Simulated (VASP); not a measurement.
All values below come from r2SCAN meta-GGA, VASP's PBE PAW potentials (set 64) (plane waves; VASP 6.6.1).

The input files of a VASP run:

File KPOINTS:
```
Automatic mesh
0
G
  10 10 4
0 0 0
```

### INCAR
```
SYSTEM = C
PREC = Accurate; ENCUT = 600; LREAL = .False.
LASPH = .True.
EDIFF = 1E-7; NELM = 100; ALGO = Normal
LMIXTAU = .True.
ISMEAR = 0; SIGMA = 0.05
METAGGA = R2SCAN
IBRION = 2; NSW = 40; ISIF = 3
EDIFFG = -0.01; PSTRESS = 200
LWAVE = .False.; LCHARG = .False.
```

**POSCAR**
```
C
1.0
  1.2116483737  -2.0986358714   0.0000000000
  1.2116483737   2.0986358714   0.0000000000
  0.0000000000   0.0000000000   5.6568031576
C
4
Cartesian
  0.0000000000   0.0000000000   1.4142007894
  0.0000000000   0.0000000000   4.2426023682
  1.2116483737   0.6995466896   1.4142007894
  1.2116483737  -0.6995466896   4.2426023682
```

POTCAR, in this order: C (PBE.64 set). Program: vasp_std.

The run wrote:

OSZICAR:
```
       N       E                     dE             d eps       ncg     rms          rms(c)
DAV:   1     0.449821138332E+02    0.44982E+02   -0.95270E+03  1008   0.145E+03
DAV:   2    -0.415798106922E+02   -0.86562E+02   -0.78590E+02  1416   0.248E+02
DAV:   3    -0.451903371241E+02   -0.36105E+01   -0.35783E+01  1300   0.488E+01
DAV:   4    -0.452240658027E+02   -0.33729E-01   -0.33704E-01  1228   0.554E+00
DAV:   5    -0.452245936063E+02   -0.52780E-03   -0.52725E-03  1252   0.675E-01    0.873E+00
DAV:   6    -0.408625237516E+02    0.43621E+01   -0.21267E+00  1144   0.116E+01    0.642E+00
DAV:   7    -0.376975096205E+02    0.31650E+01   -0.35852E-01  1176   0.731E+00    0.129E+00
DAV:   8    -0.391487606193E+02   -0.14513E+01   -0.11434E+00  1088   0.946E+00    0.147E+00
DAV:   9    -0.398828391519E+02   -0.73408E+00   -0.15908E-01  1148   0.445E+00    0.866E-01
DAV:  10    -0.391843814848E+02    0.69846E+00   -0.11835E-01  1060   0.367E+00    0.663E-01
DAV:  11    -0.394016445533E+02   -0.21726E+00   -0.85914E-02  1100   0.297E+00    0.326E-01
DAV:  12    -0.394128961877E+02   -0.11252E-01   -0.22218E-03  1244   0.504E-01    0.156E-01
DAV:  13    -0.394240207499E+02   -0.11125E-01   -0.60568E-03  1040   0.108E+00    0.608E-02
DAV:  14    -0.394259952275E+02   -0.19745E-02   -0.44722E-04  1084   0.266E-01    0.108E-02
DAV:  15    -0.394261007501E+02   -0.10552E-03   -0.55795E-05  1180   0.989E-02    0.151E-02
DAV:  16    -0.394260819415E+02    0.18809E-04   -0.17169E-05  1132   0.544E-02    0.101E-02
DAV:  17    -0.394261239691E+02   -0.42028E-04   -0.24846E-05  1056   0.690E-02    0.451E-03
DAV:  18    -0.394261260742E+02   -0.21050E-05   -0.21842E-06  1204   0.171E-02    0.217E-03
DAV:  19    -0.394261275344E+02   -0.14602E-05   -0.29239E-07  1128   0.650E-03    0.183E-03
DAV:  20    -0.394261273456E+02    0.18882E-06   -0.38133E-08   748   0.241E-03    0.117E-03
DAV:  21    -0.394261275070E+02   -0.16138E-06   -0.11235E-07   800   0.321E-03    0.307E-04
DAV:  22    -0.394261274714E+02    0.35558E-07   -0.37680E-08   624   0.240E-03
   1 F= -.35834972E+02 E0= -.35834972E+02  d E =-.358350E+02
       N       E                     dE             d eps       ncg     rms          rms(c)
DAV:   1    -0.394281289552E+02   -0.20014E-02   -0.67523E-03  1024   0.754E-01    0.485E-02
DAV:   2    -0.394280244028E+02    0.10455E-03   -0.14120E-04  1276   0.105E-01    0.313E-02
DAV:   3    -0.394279702122E+02    0.54191E-04   -0.11309E-04  1148   0.109E-01    0.447E-03
DAV:   4    -0.394280088040E+02   -0.38592E-04   -0.20661E-05  1064   0.646E-02    0.545E-03
DAV:   5    -0.394280074898E+02    0.13141E-05   -0.58970E-06  1224   0.328E-02    0.292E-03
DAV:   6    -0.394280146306E+02   -0.71408E-05   -0.34966E-06  1072   0.270E-02    0.530E-04
DAV:   7    -0.394280149351E+02   -0.30448E-06   -0.88125E-08   804   0.375E-03    0.139E-04
DAV:   8    -0.394280148368E+02    0.98316E-07   -0.72228E-09   584   0.111E-03
   2 F= -.35834951E+02 E0= -.35834951E+02  d E =0.211104E-04
       N       E                     dE             d eps       ncg     rms          rms(c)
DAV:   1    -0.394269890751E+02    0.10259E-02   -0.22757E-03  1008   0.438E-01    0.281E-02
DAV:   2    -0.394269555643E+02    0.33511E-04   -0.47077E-05  1268   0.604E-02    0.182E-02
DAV:   3    -0.394269394276E+02    0.16137E-04   -0.37734E-05  1148   0.624E-02    0.258E-03
DAV:   4    -0.394269520530E+02   -0.12625E-04   -0.66421E-06  1056   0.365E-02    0.318E-03
DAV:   5    -0.394269508520E+02    0.12010E-05   -0.19888E-06  1208   0.193E-02    0.157E-03
DAV:   6    -0.394269538654E+02   -0.30133E-05   -0.11974E-06  1048   0.158E-02    0.313E-04
DAV:   7    -0.394269539040E+02   -0.38618E-07   -0.29032E-08   652   0.214E-03
   3 F= -.35834998E+02 E0= -.35834998E+02  d E =-.252723E-04
       N       E                     dE             d eps       ncg     rms          rms(c)
DAV:   1    -0.394234952516E+02    0.34586E-02   -0.35706E-03  1008   0.508E-01    0.398E-02
DAV:   2    -0.394234458450E+02    0.49407E-04   -0.74823E-05  1128   0.749E-02    0.222E-02
DAV:   3    -0.394234201522E+02    0.25693E-04   -0.81809E-05  1168   0.652E-02    0.383E-03
DAV:   4    -0.394234223980E+02   -0.22457E-05   -0.26276E-06  1136   0.181E-02    0.202E-03
DAV:   5    -0.394234208603E+02    0.15377E-05   -0.79073E-07  1112   0.119E-02    0.113E-03
DAV:   6    -0.394234224117E+02   -0.15514E-05   -0.14793E-06  1048   0.149E-02    0.436E-04
DAV:   7    -0.394234226334E+02   -0.22175E-06   -0.50543E-08   660   0.277E-03    0.231E-04
DAV:   8    -0.394234226243E+02    0.91620E-08   -0.10371E-08   520   0.126E-03
   4 F= -.35835034E+02 E0= -.35835034E+02  d E =-.367584E-04
```

OUTCAR:
```
------------------------ aborting loop because EDIFF is reached ----------------------------------------
  FORCE on cell =-STRESS in cart. coord.  units (eV):
  Direction    XX          YY          ZZ          XY          YZ          ZX
  --------------------------------------------------------------------------------------
  Total        3.5796869      3.5796842      3.5647911      0.0000000      0.0000000      0.0000000
  in kB      199.5150233    199.5148764    198.6848049      0.0000000      0.0000000      0.0000000
  external PRESSURE =      -0.7617651 kB  Pullay stress =     200.0000000 kB
  volume of cell :       28.75
      direct lattice vectors                 reciprocal lattice vectors
     1.211903824 -2.099078223  0.000000000     0.412573993 -0.238199794 -0.000000000
     1.211903824  2.099078223  0.000000000     0.412573993  0.238199794 -0.000000000
     0.000000000  0.000000000  5.650062391    -0.000000000  0.000000000  0.176989196
 POSITION                                       TOTAL-FORCE (eV/Angst)
 -----------------------------------------------------------------------------------
      0.00000      0.00000      1.41252        -0.000000     -0.000000      0.000000
      0.00000      0.00000      4.23755         0.000000     -0.000000     -0.000000
      1.21190      0.69969      1.41252         0.000000      0.000000     -0.000000
      1.21190     -0.69969      4.23755        -0.000000      0.000000      0.000000
 -----------------------------------------------------------------------------------
    total drift:                                0.000000     -0.000000      0.000000
  FREE ENERGIE OF THE ION-ELECTRON SYSTEM (eV)
  ---------------------------------------------------
  free  energy   TOTEN  =       -39.4234226243 eV

  energy  without entropy=      -39.4234226243  energy(sigma->0) =      -39.42342262
  enthalpy is  TOTEN    =       -35.8350343301 eV   P V=        3.5883882942

 reached required accuracy - stopping structural energy minimisation
```
(Selected blocks of OUTCAR.)

**CONTCAR**
```
C
   1.00000000000000
     1.2119038235011117   -2.0990782234393355    0.0000000000000000
     1.2119038235011117    2.0990782234393355    0.0000000000000000
     0.0000000000000000    0.0000000000000000    5.6500623910355134
  C
     4
Direct
     0.0000000000000000    0.0000000000000000    0.2500000000000000
     0.0000000000000000    0.0000000000000000    0.7500000000000000
     0.3333330000000032    0.6666669999999968    0.2500000000000000
     0.6666669999999968    0.3333330000000032    0.7500000000000000
```

The compound is C in the graphite structure. This run relaxes it under an external pressure of 20 GPa. Symmetry was kept, so distortions that lower it aren't found.
